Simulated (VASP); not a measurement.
Ca3ZrN3:

```xyz
7
Lattice="4.3055 0.0000 0.0000 -2.1528 3.7287 0.0000 0.0000 0.0000 7.9450" Properties=species:S:1:pos:R:3 pbc="T T T"
Ca    0.0000    2.4858    2.8518
Ca    2.1528    1.2429    5.0931
Ca    0.0000    0.0000    3.9725
Zr    0.0000    0.0000    0.0000
N     2.1528    0.0000    0.0000
N    -1.0764    1.8643    0.0000
N     1.0764    1.8643    0.0000
```

The cell was built by a generator and needn't be a form met in nature.

| Item | Value |
| --- | --- |
| Program | VASP 6.6.1 |
| Task | relaxation of cell and atoms |
| Functional | PBE |
| Potentials or basis | VASP PAW PBE potentials, release 64 (Ca_sv, Zr_sv, N) |
| Cutoff | 520 eV |
| k mesh | 4 × 4 × 2 |
| Occupations | gaussian, width 0.15 eV |
| Spin | no spin polarisation |

At the start: pressure 10.6 GPa; volume 18.22 Å³/atom.

Problem. Where does the relaxation end?

Solution. Over 18 steps the energy falls by 1043.0 meV/atom and the volume is 23.91 Å³/atom (+31.2 %); space group P-3m1 (No. 164, to 0.05 Å).

Step by step:
```csv
step,energy change (eV),largest force (eV/Å),pressure (GPa),volume (Å³)
1,0.0000,5.1493,10.60,127.55
2,-2.6489,3.8202,-4.86,150.87
3,-2.9764,3.4275,-9.45,166.14
4,-5.4112,2.2517,-5.83,154.94
5,-5.9094,0.5357,1.87,146.99
6,-5.9585,0.5267,-0.88,149.20
7,-5.9641,0.2802,-0.31,148.65
8,-6.4465,0.1711,1.62,146.75
9,-6.6365,0.0969,8.77,141.48
10,-6.6972,0.1226,6.41,143.00
11,-6.9744,0.6375,3.09,150.83
12,-7.0712,1.3027,-0.48,161.51
13,-7.0776,1.1951,0.25,159.07
14,-7.1619,1.0106,-0.29,161.84
15,-7.2679,0.4638,-1.52,168.70
16,-7.2722,0.3606,-1.68,170.24
17,-7.2932,0.2464,1.05,165.89
18,-7.3012,0.0290,0.07,167.34
```

Final structure:
```
Ca Zr N
1.0
     4.46918    0.00000    0.00000
    -2.23459    3.87042    0.00000
     0.00000    0.00000    9.67445
Ca Zr N
3 1 3
Direct
  0.33333 0.66667 0.20673
  0.66667 0.33333 0.79327
  0.00000 0.00000 0.50000
  0.00000 0.00000 0.00000
  0.50000 0.00000 0.00000
  0.00000 0.50000 0.00000
  0.50000 0.50000 0.00000
```

Caveat: the k mesh is coarse (spacing up to 0.42 Å⁻¹), so the values aren't converged; the volume moved by over 15 % at a fixed basis, so the end points are rough.
